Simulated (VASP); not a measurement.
# Pressure and energy against plane-wave cutoff for InSb (PBE) and Nb (LDA) with PAW data sets

Infrared detectors use InSb and superconducting cavities use Nb, and in both the strain in a film matters. A calculated strain is only as good as the calculated pressure, and a plane-wave basis that is too small falsifies that pressure. My question is how fast pressure and energy settle as the cutoff rises, and which data sets set the pace. Each crystal is held at fixed cell and atoms, and each error is taken against the run with the highest cutoff of the same crystal, 480 eV for InSb and 590 eV for Nb. The errors therefore measure the basis alone and say nothing about how near PBE or LDA comes to experiment.

## How the numbers were made

Single-point runs at fixed cell and atoms; within a crystal every other setting is the same. Program: VASP 6.6.1, plane waves and PAW (data sets made for PBE also in the LDA runs of Nb; in all, for PBE of release 64), scalar-relativistic without spin-orbit coupling, no spin polarisation. Cutoff 140 to 590 eV; on the k meshes the divisions times the cell-vector length are 22 Å or more. Occupations: Fermi-Dirac smearing of 0.05 eV. Times are rough, from shared x86 server processors.

- cutoff (eV): plane-wave cutoff ENCUT.
- data sets: PAW data sets by their labels.
- pressure error (GPa): pressure minus that of the run with the highest cutoff of the same crystal, compression positive.
- energy error (meV/atom): energy per atom, extrapolated to zero smearing as the program prints it, minus that of the run with the highest cutoff of the same crystal.
- cost (core-s): processor time of the run, shared machines, rough.

## Table of results

| member | crystal and functional | cutoff (eV) | data sets | pressure error (GPa) | energy error (meV/atom) | cost (core-s) | remark |
| --- | --- | --- | --- | --- | --- | --- | --- |
| 140 eV | InSb (zinc-blende), PBE | 140 | In_d Sb | −170.943 | 3994.94 | 3.6 |  |
| 180 eV | InSb (zinc-blende), PBE | 180 | In_d Sb | ? | ? | 4.9 |  |
| 220 eV | InSb (zinc-blende), PBE | 220 | In_d Sb | −2.352 | 13.30 | 7.2 |  |
| 240 eV | InSb (zinc-blende), PBE | 240 | In_d Sb | −0.428 | 1.65 | 7.6 |  |
| 280 eV | InSb (zinc-blende), PBE | 280 | In_d Sb | −0.078 | 0.36 | 13 |  |
| 310 eV | InSb (zinc-blende), PBE | 310 | In_d Sb | −0.233 | 0.50 | 13 |  |
| 380 eV | InSb (zinc-blende), PBE | 380 | In_d Sb | −0.086 | 0.44 | 14 |  |
| 480 eV | InSb (zinc-blende), PBE | 480 | In_d Sb | 0.000 | 0.00 | 19 | known phase |
| 180 eV | Nb (bcc), LDA | 180 | Nb_sv | −166.988 | 1115.48 | 4.3 |  |
| 220 eV | Nb (bcc), LDA | 220 | Nb_sv | −35.503 | 63.26 | 4.8 |  |
| 260 eV | Nb (bcc), LDA | 260 | Nb_sv | −6.342 | 2.71 | 5.9 |  |
| 290 eV | Nb (bcc), LDA | 290 | Nb_sv | −1.876 | 12.51 | 4.7 |  |
| 340 eV | Nb (bcc), LDA | 340 | Nb_sv | −0.695 | 7.60 | 6.2 |  |
| 380 eV | Nb (bcc), LDA | 380 | Nb_sv | −0.689 | 4.67 | 4.7 |  |
| 470 eV | Nb (bcc), LDA | 470 | Nb_sv | −0.259 | 1.02 | 6.1 |  |
| 590 eV | Nb (bcc), LDA | 590 | Nb_sv | 0.000 | 0.00 | 9 | known phase |

Cells marked ? are withheld until the estimate has been made.

## The trend and its physics

Every pressure error shown below the reference cutoff is negative, a spurious tension. If a cell expands at constant cutoff, the number of plane waves grows, whereas the stress is evaluated for a fixed set of waves. That set describes the electrons less well as the cell expands, so the crystal seems to pull inward and a relaxation would end in too small a cell.

InSb settles first. Its pressure error shrinks from −2.352 GPa at 220 eV to −0.428 GPa at 240 eV, and its energy error from 13.30 to 1.65 meV/atom. With a bulk modulus of roughly 40 GPa, the error at 220 eV would shorten the lattice constant by about 2.352 / (3 × 40) = 0.020, or 2 %. From 280 to 380 eV the pressure error wanders between −0.078 and −0.233 GPa, which I read as numerical ripple.

Nb needs more. At 220 eV its pressure error is 35.503 / 2.352 = 15.1 times that of InSb, and among the rows shown it is below 1 GPa from 340 eV upward. The two crystals also differ in functional and in volume per atom. I expect the functional to matter little here, and the smaller atomic volume of Nb to account for a factor of about two. The rest fits the data sets: Nb_sv carries semicore 4s and 4p electrons besides the compact 4d shell. In InSb the likely brake is In_d, with its filled 4d shell, since the valence s and p electrons of Sb are smoother.

The energy of Nb is a treacherous guide. Its error is 2.71 meV/atom at 260 eV, then 12.51 at 290 eV, while the pressure error at 260 eV is still −6.342 GPa. A larger basis alone should not raise the energy. The program corrects the energy for the missing kinetic energy of the free atom, and an overcorrection near 260 eV would produce this dip; the pressure receives no such help.

## Prediction

Plain estimates from the members shown:

- 180 eV (InSb (zinc-blende), PBE), straight-line interpolation between 140 eV and 220 eV: w = (180 − 140) / (220 − 140) = 0.500, so −170.943 + 0.500 × (−2.352 − (−170.943)) = −86.648 GPa

The straight line gives −86.648 GPa at 180 eV, but I distrust it because the error falls by a factor of 170.943 / 2.352 = 72.7 across the interval. Interpolation has to be done on the logarithm. The fall also steepens with cutoff in InSb, as expected when the smooth pseudo-orbitals run out of short-wave components, so I take ln|P| as linear in the square of the cutoff E. This is an empirical form.

Two shown rows test it. For Nb at 220 eV, from 180 and 260 eV, the weight is (220² − 180²) / (260² − 180²) = 0.455, and it gives −166.988 × (6.342 / 166.988)^0.455 = −38 GPa against −35.503 GPa, a miss of roughly 6 %. For InSb, continued from 140 and 220 eV to 240 eV, it gives −0.60 GPa against −0.428 GPa, a difference comparable with the ripple at higher cutoffs.

At 180 eV the weight is (180² − 140²) / (220² − 140²) = 0.444, and the error is −170.943 × (2.352 / 170.943)^0.444 = −25 GPa. I add no further shift.

The Nb miss alone would suggest an error bar below 2 GPa, but the InSb interval spans a larger factor. Making ln|P| linear in E itself gives −√(170.943 × 2.352) = −20 GPa, and I take the difference of 5 GPa between the two forms as one standard deviation.

**Committed estimate, 180 eV (InSb (zinc-blende), PBE): pressure error = −25 ± 5 GPa.**

## Check

| member | crystal and functional | cutoff (eV) | data sets | pressure error (GPa) | energy error (meV/atom) | cost (core-s) |
| --- | --- | --- | --- | --- | --- | --- |
| 180 eV | InSb (zinc-blende), PBE | 180 | In_d Sb | −25.117 | 270.03 | 4.9 |

| member | estimate | pressure error (GPa) | computed | estimate − computed | miss in error bars |
| --- | --- | --- | --- | --- | --- |
| 180 eV (InSb (zinc-blende), PBE) | committed | −25.000 | −25.117 | +0.117 | 0.0 |
| 180 eV (InSb (zinc-blende), PBE) | interpolation | −86.648 | −25.117 | −61.531 |  |

The estimate of −25 GPa lies well inside its error bar of 5 GPa, against −25.117 GPa computed. The straight line, at −86.648 GPa, overshoots by a factor of 86.648 / 25.117 = 3.4. What held is that the error falls by a factor per step in cutoff, so that interpolation belongs on the logarithm.

The choice of the squared cutoff is less secure than the close hit suggests. The form linear in the cutoff gave −20 GPa and misses by a whole error bar, which favours the square for this pressure. The energy error at the same cutoff takes no side: the square gives 3994.94 × (13.30 / 3994.94)^0.444 = 320 meV/atom, the linear form √(3994.94 × 13.30) = 230, and the run 270.03. I therefore keep the square as a handy interpolation for the steep part and read no law of the pseudo-orbitals into it. My earlier trial at 240 eV already pointed to a limit: −0.60 GPa against −0.428 GPa is too large by a factor of 0.60 / 0.428 = 1.4, and I was wrong to set that aside by comparing it with the ripple.

The new row also shows that the lag of Nb behind InSb is no fixed factor. It is 166.988 / 25.117 = 6.6 in pressure at 180 eV, against 15.1 at 220 eV.

## Departures from the trend

The row that departs most clearly from a smooth decay is Nb at 260 eV, and only in energy. Its error of 2.71 meV/atom is about 10 meV/atom below that at 290 eV, while the pressure error keeps shrinking through both rows. An overcorrection of the atomic kinetic energy has the right sign, since it lowers the energy, but I hold it as a conjecture.

InSb at 140 eV has the largest errors of the table, −170.943 GPa and 3994.94 meV/atom. Some 4 eV per atom is as large as a typical cohesive energy; part of such an error is atomic and would cancel in energy differences, but the pressure error alone makes this run useless for strain. The filled 4d shell of In_d is the likeliest cause, being the most compact part of the valence charge there.

At the small end, InSb at 310 eV has a larger pressure error than at 280 eV, by 0.233 − 0.078 = 0.155 GPa. Changes in the real-space grids and in the discrete set of plane waves can do this, but so can a basis that still describes the In 4d shell incompletely. No run here separates the two, so my reading of the errors from 280 to 380 eV as numerical ripple was an assumption.

## Time and accuracy

For InSb the run at 480 eV takes 19 core-s against 7.6 at 240 eV, a factor of 19 / 7.6 = 2.5. The number of plane waves grows as the three-halves power of the cutoff, which gives 2^1.5 = 2.8, so the rise is of the expected size. It removes a pressure error of 0.428 GPa and an energy error of 1.65 meV/atom.

For Nb the times from 180 to 470 eV scatter between 4.3 and 6.2 core-s without order, and fixed overheads probably dominate. In cells this small there is little reason to save on the cutoff; in a large supercell the growth seen for InSb would matter.

## Summary

Interpolation of ln|P| in the squared cutoff, from the two neighbouring rows, misses by 1 to 20 % for InSb at 180 and 220 eV and Nb at 220 and 260 eV. For Nb at 290 eV it is already 58 % too large, and for InSb at 240 eV, taken from the rows at 220 and 280 eV, it gives nearly twice the computed error. The form serves only where both neighbouring rows lie on the steep part.

For a lattice constant relaxed by stress to 0.1 %, the pressure error must stay below 3 × 40 × 0.001 = 0.12 GPa in InSb and, with a bulk modulus of roughly 170 GPa, below 0.5 GPa in Nb. Measured against the reference runs, whose own remaining errors are untested, the limit is met from 380 eV upward for InSb and from 470 eV upward for Nb, with In_d and Nb_sv the likely brakes. InSb at 280 eV also meets the limit, but the row at 310 eV does not, so the earlier pass is not a safe one. The pass at 380 eV is provisional too: its margin of 0.12 − 0.086 = 0.034 GPa is smaller than the change of 0.155 GPa between 280 and 310 eV.

No omitted effect, spin-orbit coupling included, rivals the spread of this table. The functional matters more once the basis is good. At the fixed InSb cell, taken from the Crystallography Open Database, the PBE pressure at 480 eV is positive, so a relaxation would end in a larger cell. The false tension at 220 eV removes the larger part of that pressure but leaves it positive. A lattice constant that looks better at a low cutoff can thus be one error offsetting part of another.

[On method and selection: Runs that did not converge, have known faults or may not be shown are not listed, and runs on Ansatz's PAW sets soft_1 and soft_2 are kept to separate tables.]
